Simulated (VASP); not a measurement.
Data:

```yaml
crystal:
  lattice:
    - [7.03722, 0.00000, 0.00000]
    - [-3.51861, 6.09441, 0.00000]
    - [0.00000, 0.00000, 3.35620]
  atoms:
    - { symbol: Ta, position: [0.26286, 0.00000, 0.00000] }
    - { symbol: Ta, position: [0.00000, 0.26286, 0.00000] }
    - { symbol: Ta, position: [0.73714, 0.73714, 0.00000] }
    - { symbol: Ta, position: [0.59943, 0.00000, 0.50000] }
    - { symbol: Ta, position: [0.00000, 0.59943, 0.50000] }
    - { symbol: Ta, position: [0.40057, 0.40057, 0.50000] }
    - { symbol: Si, position: [0.00000, 0.00000, 0.50000] }
    - { symbol: Si, position: [0.33333, 0.66667, 0.00000] }
    - { symbol: Si, position: [0.66667, 0.33333, 0.00000] }
```

Level of theory: PBEsol GGA, VASP's PBE PAW potentials (set 64) (plane waves; VASP). Numerical set-up: 400 eV cut-off, 6×6×10 Γ-centred mesh, tetrahedra with Blöchl corrections, potentials Ta_pv Si.

Problem. The job: Ta₂Si (relaxed from the Fe2P structure, space group P-62m), 9 atoms, PBEsol, static run, 400 eV, 6×6×10 Γ-centred mesh. Roughly how much core time does it take on a busy server core?

Solution. About 4 core-minutes (one run on a shared machine, a rough figure). It had 42 irreducible k-points, 46 bands, up to 2651 plane waves and 17 electronic steps.

The structure was generated: Ta2Si was put into the Fe2P type (P-62m), which need not be its known phase. It was relaxed first, which changed the volume by -9 %.
